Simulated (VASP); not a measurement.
```
CELL_PARAMETERS angstrom
      1.60500    -2.77994     0.00000
      1.60500     2.77994     0.00000
      0.00000     0.00000     5.21000
ATOMIC_POSITIONS crystal
  Mg 0.33333 0.66667 0.25000
  Mg 0.66667 0.33333 0.75000
```

Computed with PBE GGA with D3 dispersion (zero damping), VASP's PBE PAW potentials (set 64) (plane waves; VASP). Numerical set-up: 520 eV cut-off, 12×12×7 Γ-centred mesh, first-order Methfessel-Paxton smearing of 0.10 eV, potentials Mg.

Energy and stress use the plane-wave basis of the starting cell.

Question: The ions, cell shape and volume are relaxed. Predict the relaxed structure.

Answer: 
```
CELL_PARAMETERS angstrom
      1.58475    -2.74487     0.00000
      1.58475     2.74487     0.00000
      0.00000     0.00000     5.05264
ATOMIC_POSITIONS crystal
  Mg 0.33333 0.66667 0.25000
  Mg 0.66667 0.33333 0.75000
```
Space group P6_3/mmc (194), at a tolerance of 0.03 Å.

Question: How do energy and volume change from the first to the last step?

Answer: The energy (σ→0) changes by -8.7 meV/atom and the volume by -5.5 %, in 6 ionic steps.

| step | E(σ→0) (eV) | max force (eV/Å) | pressure (GPa) | volume (Å³) |
|---|---|---|---|---|
| 1 | -3.4075 | 0.000 | -1.80 | 46.49 |
| 2 | -3.4224 | 0.000 | -0.63 | 44.76 |
| 3 | -3.4245 | 0.000 | 0.03 | 43.94 |
| 4 | -3.4245 | 0.000 | 0.07 | 43.89 |
| 5 | -3.4247 | 0.000 | 0.05 | 43.93 |
| 6 | -3.4249 | 0.000 | 0.03 | 43.96 |

The compound is Mg in the hcp structure. This run relaxes it. Symmetry was kept, so distortions that lower it aren't found.
